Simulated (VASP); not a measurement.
Output of a VASP run:

**OSZICAR**
```
       N       E                     dE             d eps       ncg     rms          rms(c)
DAV:   1     0.159036283530E+03    0.15904E+03   -0.11339E+04  2589   0.206E+03
DAV:   2    -0.386682976823E+01   -0.16290E+03   -0.15901E+03  2625   0.409E+02
DAV:   3    -0.108118480320E+02   -0.69450E+01   -0.68974E+01  3136   0.917E+01
DAV:   4    -0.109310922672E+02   -0.11924E+00   -0.11923E+00  3052   0.111E+01
DAV:   5    -0.109370075920E+02   -0.59153E-02   -0.59152E-02  3910   0.229E+00    0.996E+00
DAV:   6    -0.106909754026E+02    0.24603E+00   -0.54137E-01  3038   0.114E+01    0.472E+00
DAV:   7    -0.106313582428E+02    0.59617E-01   -0.83098E-02  3348   0.689E+00    0.184E+00
DAV:   8    -0.106211869481E+02    0.10171E-01   -0.18074E-02  2975   0.139E+00    0.513E-01
DAV:   9    -0.106199247146E+02    0.12622E-02   -0.20789E-03  3297   0.920E-01    0.914E-02
DAV:  10    -0.106198961543E+02    0.28560E-04   -0.55452E-05  3436   0.159E-01    0.453E-02
DAV:  11    -0.106198958455E+02    0.30883E-06   -0.36592E-06  2852   0.201E-02
   1 F= -.68539167E+01 E0= -.68539065E+01  d E =-.685392E+01
```

OUTCAR:
```
------------------------ aborting loop because EDIFF is reached ----------------------------------------
  FORCE on cell =-STRESS in cart. coord.  units (eV):
  Direction    XX          YY          ZZ          XY          YZ          ZX
  --------------------------------------------------------------------------------------
  Total        3.7498773      3.7498773      3.7498773      0.0000000      0.0000000     -0.0000000
  in kB      199.1448815    199.1448815    199.1448815      0.0000000      0.0000000     -0.0000000
  external PRESSURE =      -0.8551185 kB  Pullay stress =     200.0000000 kB
  volume of cell :       30.17
      direct lattice vectors                 reciprocal lattice vectors
     3.113050491  0.000000000  0.000000000     0.321228327  0.000000000  0.000000000
     0.000000000  3.113050491  0.000000000     0.000000000  0.321228327  0.000000000
     0.000000000  0.000000000  3.113050491     0.000000000  0.000000000  0.321228327
 POSITION                                       TOTAL-FORCE (eV/Angst)
 -----------------------------------------------------------------------------------
      1.55653      1.55653      1.55653         0.000000      0.000000      0.000000
      0.00000      0.00000      0.00000         0.000000      0.000000      0.000000
 -----------------------------------------------------------------------------------
    total drift:                                0.000000      0.000000     -0.000000
  FREE ENERGIE OF THE ION-ELECTRON SYSTEM (eV)
  ---------------------------------------------------
  free  energy   TOTEN  =       -10.6198958455 eV

  energy  without entropy=      -10.6198652129  energy(sigma->0) =      -10.61988563
  enthalpy is  TOTEN    =        -6.8539167323 eV   P V=        3.7659791132

 reached required accuracy - stopping structural energy minimisation
```
(Selected blocks of OUTCAR.)

### POSCAR
```
PdIn
1
    3.1130504907    -0.0000000000     0.0000000000
   -0.0000000000     3.1130504907    -0.0000000000
   -0.0000000000    -0.0000000000     3.1130504907
In Pd
1 1
Direct
  0.5000000000   0.5000000000   0.5000000000
  0.0000000000   0.0000000000   0.0000000000
```

Reconstruct the remaining input files.

Several could match; the one computed here: the input of the run itself, LDA (Ceperley-Alder, Perdew-Zunger), plane waves, VASP's LDA PAW potentials (set 64).

### KPOINTS
```
K-points
0
gamma
  12 12 12
```

INCAR:
```
ISIF = 3
LREAL = F   ! projection in real space or not
ENCUT = 500   ! plane-wave cut-off (eV)
PREC = Accurate
ISMEAR = 1   ! Methfessel-Paxton
SYSTEM = PdIn
LASPH = T   ! aspherical one-centre terms
PSTRESS = 200   ! kbar
NSW = 40
EDIFFG = -0.02   ! ionic stop
LWAVE = F
LMAXMIX = 4
ALGO = Normal   ! blocked Davidson
NELM = 100   ! most electronic steps
LCHARG = F
SIGMA = 0.1   ! width (eV)
EDIFF = 1E-6   ! SCF stop (eV)
IBRION = 2   ! conjugate gradients
```

POTCAR, in this order: In_d Pd (LDA.64 set). Program: vasp_std.

The compound is PdIn in the CsCl type structure. It was relaxed first under an external pressure of 20 GPa. The electron count is odd and the run is not spin-polarised, which forces a metal.
